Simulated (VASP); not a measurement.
Method: PBEsol GGA, VASP's PBE PAW potentials (set 64) (plane waves; VASP).

The input files of a VASP run:

### KPOINTS
```
Automatic mesh
0
Gamma
 6 6 1
0 0 0
```

**POSCAR**
```
Ca(210) slab
1
    6.6825908661     0.0000000000     0.0000000000
    4.4550609034     4.9809096366     0.0000000000
    0.0000000000     0.0000000000    24.4280565913
Ca
8
Direct
  0.4462485401   0.4462485401   0.3272800729
  0.7478771732   0.7478771732   0.3773521872
  0.0515800441   0.0515800441   0.4237679791
  0.3527447723   0.3527447723   0.4744696858
  0.6472552277   0.6472552277   0.5255303142
  0.9484199559   0.9484199559   0.5762320209
  0.2521228268   0.2521228268   0.6226478128
  0.5537514599   0.5537514599   0.6727199271
```

**INCAR**
```
ALGO=Normal
DIPOL=0.5 0.5 0.5
EDIFF=1E-6
ENCUT=400
GGA=PS
IDIPOL=3
ISMEAR=1
LASPH=.True.
LCHARG=.False.
LDIPOL=.True.
LORBIT=11
LREAL=.False.
LVHAR=.True.
LWAVE=.False.
NELM=100
NELMIN=4
PREC=Normal
SIGMA=0.1
SYSTEM=Ca(210) slab
```

POTCAR, in this order: Ca_sv (PBE.64 set). Program: vasp_std. Read from the step before: WAVECAR.

The resulting files:

File OSZICAR:
```
       N       E                     dE             d eps       ncg     rms          rms(c)
DAV:   1    -0.145447213756E+02   -0.14545E+02   -0.84125E-05  1440   0.275E-02    0.103E-02
DAV:   2    -0.145447011642E+02    0.20211E-04   -0.11994E-04  1424   0.359E-02    0.537E-03
DAV:   3    -0.145446985648E+02    0.25994E-05   -0.15108E-05  1200   0.138E-02    0.157E-03
DAV:   4    -0.145446985932E+02   -0.28389E-07   -0.19273E-06  1168   0.429E-03
   1 F= -.14544699E+02 E0= -.14546961E+02  d E =0.678754E-02
```

**OUTCAR**
```
------------------------ aborting loop because EDIFF is reached ----------------------------------------
  FORCE on cell =-STRESS in cart. coord.  units (eV):
  Direction    XX          YY          ZZ          XY          YZ          ZX
  --------------------------------------------------------------------------------------
  Total       -1.4566699     -1.8985847     -0.1899147      0.2470376      0.1000283      0.2236702
  in kB       -2.8703131     -3.7410896     -0.3742197      0.4867782      0.1971021      0.4407337
  external PRESSURE =      -2.3285408 kB  Pullay stress =       0.0000000 kB
  volume of cell :      813.10
      direct lattice vectors                 reciprocal lattice vectors
     6.682590866  0.000000000  0.000000000     0.149642559 -0.133844371  0.000000000
     4.455060903  4.980909637  0.000000000     0.000000000  0.200766541  0.000000000
     0.000000000  0.000000000 24.428056591     0.000000000  0.000000000  0.040936535
 POSITION                                       TOTAL-FORCE (eV/Angst)
 -----------------------------------------------------------------------------------
      4.97016      2.22272      7.99482        -0.023417     -0.010472      0.002488
      8.32960      3.72511      9.21798         0.005696      0.002547      0.001823
      0.57448      0.25692     10.35183        -0.016637     -0.007441      0.019507
      3.92875      1.75699     11.59037        -0.001243     -0.000556      0.002170
      7.20890      3.22392     12.83768         0.001243      0.000556     -0.002170
     10.56317      4.72399     14.07623         0.016637      0.007441     -0.019507
      2.80806      1.25580     15.21008        -0.005696     -0.002547     -0.001823
      6.16749      2.75819     16.43324         0.023417      0.010472     -0.002488
 -----------------------------------------------------------------------------------
    total drift:                                0.000000      0.000000      0.000000
  FREE ENERGIE OF THE ION-ELECTRON SYSTEM (eV)
  ---------------------------------------------------
  free  energy   TOTEN  =       -14.5446985932 eV

  energy  without entropy=      -14.5514861327  energy(sigma->0) =      -14.54696111

 total charge

# of ion       s       p       d       tot
------------------------------------------
    1        2.107   5.814   0.132   8.053
    2        2.093   5.827   0.151   8.070
    3        2.088   5.828   0.166   8.082
    4        2.087   5.829   0.176   8.091
    5        2.087   5.829   0.176   8.091
    6        2.088   5.828   0.166   8.082
    7        2.093   5.827   0.151   8.070
    8        2.107   5.814   0.132   8.053
--------------------------------------------------
tot         16.749  46.595   1.249  64.593
```
(Selected blocks of OUTCAR.)

File OUTCAR:
```
 val. band max:       -0.7583700554   @ k =   0.3333   0.1667   0.0000

 cond. band min:      -0.7425748268   @ k =   0.1667   0.1667   0.0000


 Fermi energy:        -0.7559197139

 k-point     1 :       0.0000    0.0000    0.0000
  band No.  band energies     occupation
      1     -43.4692      2.00000
      2     -43.4691      2.00000
      3     -42.8887      2.00000
      4     -42.8886      2.00000
      5     -42.5658      2.00000
      6     -42.5633      2.00000
      7     -42.4307      2.00000
      8     -42.4230      2.00000
      9     -24.5339      2.00000
     10     -24.5339      2.00000
     11     -24.5123      2.00000
     12     -24.5122      2.00000
     13     -24.4984      2.00000
     14     -24.4984      2.00000
     15     -23.9883      2.00000
     16     -23.9867      2.00000
     17     -23.9401      2.00000
     18     -23.9395      2.00000
     19     -23.9256      2.00000
     20     -23.9248      2.00000
     21     -23.6730      2.00000
     22     -23.6359      2.00000
     23     -23.6317      2.00000
     24     -23.6298      2.00000
     25     -23.6288      2.00000
     26     -23.6158      2.00000
     27     -23.5277      2.00000
     28     -23.5156      2.00000
     29     -23.4937      2.00000
     30     -23.4909      2.00000
     31     -23.4792      2.00000
     32     -23.4622      2.00000
     33      -4.5829      2.00000
     34      -3.7652      2.00000
     35      -2.5557      2.00000
     36      -1.3682      2.00000
     37      -1.2386      2.00000
     38      -1.0554      2.00019
     39      -0.7892      1.52956
     40      -0.5823     -0.03396
     41      -0.4125     -0.00001
     42      -0.3051     -0.00000
     43      -0.2683     -0.00000
     44      -0.1747     -0.00000
     45      -0.0563     -0.00000
     46      -0.0385     -0.00000
     47      -0.0123     -0.00000
     48       0.0408     -0.00000

 k-point     2 :       0.1667    0.0000    0.0000
  band No.  band energies     occupation
...
```

The cell is a thin slab with vacuum, built from Ca (fcc): (210) face.
